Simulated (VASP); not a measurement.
A convergence study with VASP on Na (bcc): one setting is varied, all else stays as given below, so the limit is that of these other settings.

```yaml
crystal:
  lattice:
    - [-2.13000, 2.13000, 2.13000]
    - [2.13000, -2.13000, 2.13000]
    - [2.13000, 2.13000, -2.13000]
  atoms:
    - { symbol: Na, position: [0.00000, 0.00000, 0.00000] }
```

The numbers are results of PBE GGA, VASP's PBE PAW potentials (set 64) (plane waves; VASP), not measurements. The tightest run used: 550 eV cut-off, 22×22×22 Γ-centred mesh, first-order Methfessel-Paxton smearing of 0.10 eV, potentials Na_pv.

Q: The settings run are 1×1×1 mesh; 2×2×2 mesh; 3×3×3 mesh; 4×4×4 mesh; 5×5×5 mesh; 6×6×6 mesh; 7×7×7 mesh; 8×8×8 mesh; 9×9×9 mesh; 10×10×10 mesh; 11×11×11 mesh; 12×12×12 mesh; 13×13×13 mesh; 14×14×14 mesh; 15×15×15 mesh; 16×16×16 mesh; 17×17×17 mesh; 18×18×18 mesh; 19×19×19 mesh; 20×20×20 mesh; 21×21×21 mesh; 22×22×22 mesh. From which on does the energy per atom stay within 0.01 eV/atom of the tightest run?

A: From 9×9×9 mesh on: it is off by 0.0042 there and by no more than 0.01 in any finer run, while 8×8×8 mesh is off by 0.0109.
```
setting        E (eV/atom)  pressure (GPa)  irreducible k-points  difference judged (eV/atom)
-------------  -----------  --------------  --------------------  ---------------------------
1×1×1 mesh         -3.1860           -4.51                     1                       1.8761
2×2×2 mesh         -0.3067            1.44                     3                       1.0031
3×3×3 mesh         -1.4469           -0.66                     4                       0.1370
4×4×4 mesh         -1.1937           -0.02                     8                       0.1161
5×5×5 mesh         -1.3010           -0.29                    10                       0.0088
6×6×6 mesh         -1.2717           -0.22                    16                       0.0381
7×7×7 mesh         -1.3096           -0.32                    20                       0.0002
8×8×8 mesh         -1.2989           -0.29                    29                       0.0109
9×9×9 mesh         -1.3140           -0.33                    35                       0.0042
10×10×10 mesh      -1.3035           -0.30                    47                       0.0063
11×11×11 mesh      -1.3120           -0.33                    56                       0.0022
12×12×12 mesh      -1.3064           -0.31                    72                       0.0034
13×13×13 mesh      -1.3081           -0.32                    84                       0.0018
14×14×14 mesh      -1.3087           -0.32                   104                       0.0011
15×15×15 mesh      -1.3078           -0.32                   120                       0.0021
16×16×16 mesh      -1.3097           -0.32                   145                       0.0001
17×17×17 mesh      -1.3089           -0.32                   165                       0.0009
18×18×18 mesh      -1.3097           -0.32                   195                       0.0001
19×19×19 mesh      -1.3093           -0.32                   220                       0.0005
20×20×20 mesh      -1.3097           -0.32                   256                       0.0001
21×21×21 mesh      -1.3089           -0.32                   286                       0.0009
22×22×22 mesh      -1.3098           -0.32                   328                       0.0000
```

Left out are rungs that failed or repeat a setting and relaxations that didn't move; long series are thinned to 24 rows.

The compound is Na in the bcc structure. The cell was not relaxed at this level.
